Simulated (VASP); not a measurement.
A VASP calculation is set up with these files.

**KPOINTS**
```
Automatic mesh
0
Gamma
7 7 7
0 0 0
```

**INCAR**
```
ISIF  =  3   ! ions, shape and volume
ISMEAR  =  0
ENCUT  =  480
NELM  =  100   ! most electronic steps
PREC  =  Accurate
IBRION  =  2
NSW  =  60
GGA  =  PE
LMAXMIX  =  4
EDIFFG  =  -0.01
SIGMA  =  0.05   ! width (eV)
LASPH  =  .TRUE.
LWAVE  =  .FALSE.
EDIFF  =  1E-6
ALGO  =  Normal   ! blocked Davidson
LCHARG  =  .FALSE.
LREAL  =  .FALSE.
SYSTEM  =  GaAs
```

POSCAR:
```
GaAs
1.0
  0.0000000000   2.8250000000   2.8250000000
  2.8250000000   0.0000000000   2.8250000000
  2.8250000000   2.8250000000   0.0000000000
Ga As
1 1
Direct
  0.0000000000   0.0000000000   0.0000000000
  0.7500000000   0.7500000000   0.7500000000
```

POTCAR, in this order: Ga_d As (PBE.64 set). Program: vasp_std.

Q: Translate this PBE calculation to Quantum ESPRESSO's pw.x.

A: One equivalent input (not run):
```
&CONTROL
  calculation = 'vc-relax'
  pseudo_dir = './pseudo'
  outdir = './out'
  tprnfor = .true.
  tstress = .true.
  nstep = 60
  forc_conv_thr = 0.00039
/
&SYSTEM
  ibrav = 0
  nat = 2
  ntyp = 2
  ecutwfc = 84
  occupations = 'smearing'
  smearing = 'gaussian'
  degauss = 0.003675
  input_dft = 'pbe'
/
&ELECTRONS
  conv_thr = 7.3e-08
  electron_maxstep = 100
/
&IONS
/
&CELL
/
ATOMIC_SPECIES
  Ga 69.723 Ga.upf
  As 74.922 As.upf
CELL_PARAMETERS angstrom
     0.0000000    2.8250000    2.8250000
     2.8250000    0.0000000    2.8250000
     2.8250000    2.8250000    0.0000000
ATOMIC_POSITIONS crystal
  Ga   0.0000000  0.0000000  0.0000000
  As   0.7500000  0.7500000  0.7500000
K_POINTS automatic
  7 7 7 0 0 0
```
Limits of the translation: the potentials are each code's own (VASP's PAW set, PseudoDojo norm-conserving files in pw.x), so ENCUT and ecutwfc are chosen apart and not converted; conv_thr bounds pw.x's estimated SCF error, while EDIFF bounds the energy change between steps; forc_conv_thr acts on force components and is met together with etot_conv_thr.

The compound is GaAs in the zinc blende structure. This run relaxes it. Symmetry was kept, so distortions that lower it aren't found.
